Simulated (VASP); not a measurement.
Calculation: LDA (Ceperley-Alder, Perdew-Zunger), VASP's LDA PAW potentials (set 64) (plane waves; VASP).

VASP input:

### POSCAR
```
NaF
1
    0.0000000000     2.2522326456     2.2522326456
    2.2522326456     0.0000000000     2.2522326456
    2.2522326456     2.2522326456     0.0000000000
Na F
1 1
Direct
  0.0000000000   0.0000000000   0.0000000000
  0.5000000000   0.5000000000   0.5000000000
```

**INCAR**
```
SYSTEM = NaF
PREC = Accurate
ENCUT = 520
EDIFF = 1E-7
NELM = 100
ALGO = Normal
LREAL = .FALSE.
LASPH = .TRUE.
ISMEAR = 0
SIGMA = 0.01
LWAVE = .FALSE.
LCHARG = .FALSE.
LOPTICS = .TRUE.
NBANDS = 33
NEDOS = 1001
CSHIFT = 0.1
```

File KPOINTS:
```
Automatic mesh
0
Gamma
13 13 13
0 0 0
```

POTCAR, in this order: Na_pv F (LDA.64 set). Program: vasp_std.

The resulting files:

OSZICAR:
```
       N       E                     dE             d eps       ncg     rms          rms(c)
DAV:   1     0.125033652314E+03    0.12503E+03   -0.53359E+03  5922   0.521E+02
DAV:   2    -0.290228225960E+01   -0.12794E+03   -0.11732E+03  5754   0.192E+02
DAV:   3    -0.101303476097E+02   -0.72281E+01   -0.71657E+01  6637   0.395E+01
DAV:   4    -0.101735780326E+02   -0.43230E-01   -0.43220E-01  6330   0.302E+00
DAV:   5    -0.101736453068E+02   -0.67274E-04   -0.67273E-04  6780   0.122E-01    0.509E+00
DAV:   6    -0.937615767095E+01    0.79749E+00   -0.16512E+00  6734   0.659E+00    0.175E+00
DAV:   7    -0.934786629591E+01    0.28291E-01   -0.22155E-02  6485   0.755E-01    0.965E-01
DAV:   8    -0.933263701430E+01    0.15229E-01   -0.19555E-02  6614   0.128E+00    0.129E-01
DAV:   9    -0.933261173724E+01    0.25277E-04   -0.66319E-04  6387   0.128E-01    0.543E-02
DAV:  10    -0.933261441154E+01   -0.26743E-05   -0.87994E-05  6495   0.423E-02    0.576E-03
DAV:  11    -0.933261370119E+01    0.71035E-06   -0.27275E-06  6715   0.213E-02    0.204E-03
DAV:  12    -0.933261367363E+01    0.27560E-07   -0.28924E-07  6484   0.328E-03
   1 F= -.93326137E+01 E0= -.93326137E+01  d E =-.367379E-13
 imaginary and real dielectric function
```

**OUTCAR**
```
------------------------ aborting loop because EDIFF is reached ----------------------------------------
  FORCE on cell =-STRESS in cart. coord.  units (eV):
  Direction    XX          YY          ZZ          XY          YZ          ZX
  --------------------------------------------------------------------------------------
  Total       -0.0118202     -0.0118202     -0.0118202     -0.0000000     -0.0000000      0.0000000
  in kB       -0.8288292     -0.8288292     -0.8288292     -0.0000000     -0.0000000      0.0000000
  external PRESSURE =      -0.8288292 kB  Pullay stress =       0.0000000 kB
  volume of cell :       22.85
      direct lattice vectors                 reciprocal lattice vectors
     0.000000000  2.252232646  2.252232646    -0.222001933  0.222001933  0.222001933
     2.252232646  0.000000000  2.252232646     0.222001933 -0.222001933  0.222001933
     2.252232646  2.252232646  0.000000000     0.222001933  0.222001933 -0.222001933
  FREE ENERGIE OF THE ION-ELECTRON SYSTEM (eV)
  ---------------------------------------------------
  free  energy   TOTEN  =        -9.3326136736 eV

  energy  without entropy=       -9.3326136736  energy(sigma->0) =       -9.33261367

 plasma frequency squared (from intraband transitions) (eV^2)
  --------------------------------------------------------------------------------------
       0.000       0.000      -0.000
       0.000       0.000       0.000
      -0.000       0.000       0.000

 plasma frequency squared (from interband transitions, int dw w eps(2)(w)) (eV^2)
  --------------------------------------------------------------------------------------
     520.066       0.000      -0.000       0.000      -0.000       0.000
      -0.000      -0.000     520.066       0.000       0.000      -0.000
      -0.000      -0.000       0.000       0.000     520.066       0.000
```
(Selected blocks of OUTCAR.)

OUTCAR:
```
 val. band max:       -2.1173574518   @ k =   0.0000   0.0000   0.0000

 cond. band min:       4.3115123178   @ k =   0.0000   0.0000   0.0000


 Fermi energy:        -2.0735840267

 k-point     1 :       0.0000    0.0000    0.0000
  band No.  band energies     occupation
      1     -21.0378      2.00000
      2     -20.6413      2.00000
      3     -20.6413      2.00000
      4     -20.6413      2.00000
      5      -2.1174      2.00000
      6      -2.1174      2.00000
      7      -2.1174      2.00000
      8       4.3115      0.00000
      9      17.0037      0.00000
     10      17.0037      0.00000
     11      17.0037      0.00000
     12      19.9980      0.00000
     13      22.3246      0.00000
     14      22.3246      0.00000
     15      25.7999      0.00000
     16      25.7999      0.00000
     17      25.7999      0.00000
     18      33.1063      0.00000
     19      33.1063      0.00000
     20      33.1063      0.00000
     21      35.5663      0.00000
     22      39.1142      0.00000
     23      48.0508      0.00000
     24      48.0508      0.00000
     25      48.0508      0.00000
     26      50.9045      0.00000
     27      52.3695      0.00000
     28      52.3695      0.00000
     29      52.8661      0.00000
     30      52.8661      0.00000
     31      52.8661      0.00000
     32      62.3297      0.00000
     33      62.3297      0.00000

 k-point     2 :       0.0769    0.0000    0.0000
  band No.  band energies     occupation
      1     -21.1426      2.00000
      2     -20.6423      2.00000
      3     -20.6423      2.00000
      4     -20.5255      2.00000
      5      -2.2593      2.00000
      6      -2.1359      2.00000
      7      -2.1359      2.00000
      8       4.5445      0.00000
      9      16.1044      0.00000
     10      17.1118      0.00000
     11      17.1118      0.00000
     12      21.0561      0.00000
     13      22.0951      0.00000
     14      22.0951      0.00000
     15      25.7784      0.00000
...
```

The compound is NaF in the rock salt structure. It was relaxed first, which changed the volume by -8 %.
